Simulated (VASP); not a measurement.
Energy against volume of BaTiO3 (cubic perovskite). Method: rev-vdW-DF2, VASP's PBE PAW potentials (set 64) (plane waves; VASP). Settings: 520 eV cut-off, 6×6×6 Γ-centred mesh, Gaussian smearing of 0.050 eV, potentials Ba_sv Ti_sv O.

```csv
V (Å³/atom),E (eV/atom)
12.114,-6.41000
12.501,-6.43182
12.887,-6.43888
13.274,-6.43343
```

Task: Fit these four points and predict the energy of the run at 13.660 Å³/atom.

Result: A cubic in V^(−2/3), the third-order Birch-Murnaghan form, passes through the four points with V0 = 12.90 Å³/atom and B0 = 172 GPa, and gives -6.4173 eV/atom there. The run gave -6.4174 eV/atom, -0.1 meV/atom from the fit; all five points give B0 = 171 GPa.

The compound is BaTiO3 in the cubic perovskite structure, the ideal cubic form; the compound distorts at low or room temperature. It was relaxed first.
